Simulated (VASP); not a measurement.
Si2W, 3 atoms in the cell. It takes space group I4/mmm (No. 139, tetragonal). The conventional cell has a = 3.214 Å, b = 3.214 Å, c = 7.830 Å, α = 90.00°, β = 90.00°, γ = 90.00°. Si (site symmetry 4mm) is surrounded by 5 Si at 2.59 to 2.63 Å and 5 W at 2.62 Å. W (site symmetry 4/mmm) is surrounded by 10 Si at 2.62 Å. 

- Program: VASP 6.6.1
- Task: relaxation of cell and atoms
- Functional: PBE
- Potentials or basis: VASP PAW PBE potentials, release 64 (Si, W_sv)
- Cutoff: 520 eV
- k mesh: 18 × 18 × 18
- Occupations: gaussian, width 0.1 eV
- Spin: no spin polarisation
- Further INCAR settings: ALGO = Fast; EDIFF = 1e-07; IBRION = 2; EDIFFG = -0.15; NSW = 80; ISIF = 3

Potentials or basis: VASP PAW PBE potentials, release 64 (Si, W_sv).

Command:

```console
$ cat potpaw_PBE.64/Si/POTCAR potpaw_PBE.64/W_sv/POTCAR > POTCAR
$ mpirun -np 4 vasp_std > vasp.out
```

Hardware: 4 MPI ranks on AMD EPYC 9R45 96-Core Processor (Zen 5), on a shared host.

Question: Estimate the wall time of this run.

Answer: Run time: 2.8 min on 4 MPI ranks on AMD EPYC 9R45 96-Core Processor (Zen 5) (shared host), peak memory 0.43 GiB a rank. Counts: scf iterations 39, k points 480, ion steps 3.
